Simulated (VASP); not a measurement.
Method: PBEsol GGA, VASP's PBE PAW potentials (set 64) (plane waves; VASP 6.6.1).

The input files of a VASP run:

File KPOINTS:
```
K-points
0
G
 5 5 5
0 0 0
```

### INCAR
```
# general
SYSTEM =SrNiF6
PREC   =Accurate
ENCUT  =400
LREAL  =.FALSE.
LASPH  =.TRUE.

# electronic loop
EDIFF  =1E-6
NELM   =100
ALGO   =Normal
LMAXMIX=4

# smearing
ISMEAR =0
SIGMA  =0.01

# functional
GGA    =PS

# ions
ISIF   =2

# output
LWAVE  =.FALSE.
LCHARG =.FALSE.
```

POSCAR:
```
SrNiF6
1.0
  3.5583670000   2.0544240000   2.2075360000
 -3.5583670000   2.0544240000   2.2075360000
  0.0000000000  -4.1088490000   2.2075360000
Sr Ni F
1 1 6
direct
  0.5000000000   0.5000000000   0.5000000000
  0.0000000000   0.0000000000   0.0000000000
  0.7221000000   0.7221000000   0.0679500000
  0.2779000000   0.2779000000   0.9320500000
  0.0679500000   0.7221000000   0.7221000000
  0.9320500000   0.2779000000   0.2779000000
  0.7221000000   0.0679500000   0.7221000000
  0.2779000000   0.9320500000   0.2779000000
```

POTCAR, in this order: Sr_sv Ni F (PBE.64 set). Program: vasp_std.

Output

File OSZICAR:
```
       N       E                     dE             d eps       ncg     rms          rms(c)
DAV:   1     0.600466868951E+03    0.60047E+03   -0.28712E+04  1406   0.146E+03
DAV:   2     0.860607062136E+01   -0.59186E+03   -0.56212E+03  1636   0.420E+02
DAV:   3    -0.480197616822E+02   -0.56626E+02   -0.56058E+02  1562   0.149E+02
DAV:   4    -0.505916041322E+02   -0.25718E+01   -0.25664E+01  2220   0.255E+01
DAV:   5    -0.506423249112E+02   -0.50721E-01   -0.50688E-01  1871   0.321E+00    0.338E+01
DAV:   6    -0.493940960976E+02    0.12482E+01   -0.17332E+02  1670   0.112E+02    0.524E+01
DAV:   7    -0.390055348301E+02    0.10389E+02   -0.22531E+01  1606   0.850E+01    0.111E+01
DAV:   8    -0.391626695166E+02   -0.15713E+00   -0.35496E+00  1794   0.128E+01    0.577E+00
DAV:   9    -0.391423902676E+02    0.20279E-01   -0.28337E-01  1865   0.805E+00    0.140E+00
DAV:  10    -0.391343179395E+02    0.80723E-02   -0.39710E-02  2103   0.543E+00    0.340E-01
DAV:  11    -0.391339242318E+02    0.39371E-03   -0.79093E-03  2100   0.171E+00    0.133E-01
DAV:  12    -0.391342366122E+02   -0.31238E-03   -0.14061E-03  1719   0.237E-01    0.887E-02
DAV:  13    -0.391342010035E+02    0.35609E-04   -0.34167E-04  1668   0.471E-01    0.383E-02
DAV:  14    -0.391341957337E+02    0.52697E-05   -0.72245E-05  2087   0.204E-01    0.116E-02
DAV:  15    -0.391341950912E+02    0.64256E-06   -0.85527E-06  1783   0.599E-02
   1 F= -.39134195E+02 E0= -.39134195E+02  d E =-.118506E-20
```

OUTCAR:
```
------------------------ aborting loop because EDIFF is reached ----------------------------------------
  FORCE on cell =-STRESS in cart. coord.  units (eV):
  Direction    XX          YY          ZZ          XY          YZ          ZX
  --------------------------------------------------------------------------------------
  Total       -7.1013826     -7.1013839     -7.0603879      0.0000000      0.0000011      0.0000000
  in kB     -117.5042465   -117.5042680   -116.8259204      0.0000000      0.0000176      0.0000000
  external PRESSURE =    -117.2781450 kB  Pullay stress =       0.0000000 kB
  volume of cell :       96.83
      direct lattice vectors                 reciprocal lattice vectors
     3.558367000  2.054424000  2.207536000     0.140513893  0.081125727  0.150997927
    -3.558367000  2.054424000  2.207536000    -0.140513893  0.081125727  0.150997927
     0.000000000 -4.108849000  2.207536000     0.000000000 -0.162251453  0.150997891
 POSITION                                       TOTAL-FORCE (eV/Angst)
 -----------------------------------------------------------------------------------
      0.00000     -0.00000      3.31130         0.000000      0.000000      0.000000
      0.00000      0.00000      0.00000         0.000000     -0.000000     -0.000000
      0.00000      2.68780      3.33813         0.000000      0.014363     -0.046966
      0.00000     -2.68780      3.28448         0.000000     -0.014363      0.046966
     -2.32771     -1.34390      3.33813        -0.012438     -0.007181     -0.046966
      2.32771      1.34390      3.28448         0.012438      0.007181      0.046966
      2.32771     -1.34390      3.33813         0.012438     -0.007181     -0.046966
     -2.32771      1.34390      3.28448        -0.012438      0.007181      0.046966
 -----------------------------------------------------------------------------------
    total drift:                                0.000000     -0.000000      0.000000
  FREE ENERGIE OF THE ION-ELECTRON SYSTEM (eV)
  ---------------------------------------------------
  free  energy   TOTEN  =       -39.1341950912 eV

  energy  without entropy=      -39.1341950912  energy(sigma->0) =      -39.13419509
```
(Selected blocks of OUTCAR.)

At this cut-off the stress carries a Pulay error, which pulls relaxed volumes low.

The structure comes from a computed database's SrNiF6 entry; how it stands against other phases isn't given here. The cell was not relaxed at this level, and its volume differs by -5.9 % from the start's. The run is not spin-polarised, so no magnetic state was tried.
